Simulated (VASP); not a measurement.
```
CELL_PARAMETERS angstrom
      7.46627     0.00000     0.00000
     -3.73314     6.46598     0.00000
      0.00000     0.00000     5.22262
ATOMIC_POSITIONS crystal
  Ta 0.75436 0.75436 0.25000
  Ta 0.24564 0.24564 0.75000
  Ta 0.00000 0.75436 0.75000
  Ta 0.00000 0.24564 0.25000
  Ta 0.24564 0.00000 0.25000
  Ta 0.75436 0.00000 0.75000
  Ta 0.66667 0.33333 0.00000
  Ta 0.33333 0.66667 0.00000
  Ta 0.33333 0.66667 0.50000
  Ta 0.66667 0.33333 0.50000
  Si 0.00000 0.60432 0.25000
  Si 0.00000 0.39568 0.75000
  Si 0.39568 0.00000 0.75000
  Si 0.60432 0.00000 0.25000
  Si 0.39568 0.39568 0.25000
  Si 0.60432 0.60432 0.75000
```

These are PBEsol GGA, VASP's PBE PAW potentials (set 64) (plane waves; VASP) values and carry that method's errors. Numerical set-up: LREAL = Auto, 400 eV cut-off, 6×6×7 Γ-centred mesh, tetrahedra with Blöchl corrections, potentials Ta_pv Si.

The cores are frozen, which limits the accuracy of field gradients.

Q: Give the principal components of the electric field gradient (V/Å²) and the asymmetry η at each nucleus.

A: 
| atom | Vxx | Vyy | Vzz | η |
|---|---|---|---|---|
| Ta1 | -76.4 | -7.4 | 83.8 | 0.82 |
| Ta2 | -76.4 | -7.4 | 83.8 | 0.82 |
| Ta3 | -76.4 | -7.4 | 83.8 | 0.82 |
| Ta4 | -76.4 | -7.4 | 83.8 | 0.82 |
| Ta5 | -76.4 | -7.4 | 83.8 | 0.82 |
| Ta6 | -76.4 | -7.4 | 83.8 | 0.82 |
| Ta7 | 79.5 | 79.5 | -158.9 | 0.00 |
| Ta8 | 79.5 | 79.5 | -158.9 | 0.00 |
| Ta9 | 79.5 | 79.5 | -158.9 | 0.00 |
| Ta10 | 79.5 | 79.5 | -158.9 | 0.00 |
| Si11 | -34.6 | -4.5 | 39.1 | 0.77 |
| Si12 | -34.6 | -4.5 | 39.1 | 0.77 |
| Si13 | -34.6 | -4.5 | 39.1 | 0.77 |
| Si14 | -34.6 | -4.5 | 39.1 | 0.77 |
| Si15 | -34.6 | -4.5 | 39.1 | 0.77 |
| Si16 | -34.6 | -4.5 | 39.1 | 0.77 |

The structure comes from a computed database's Ta5Si3 entry (P6_3/mcm); how it stands against other phases isn't given here. It was relaxed first.
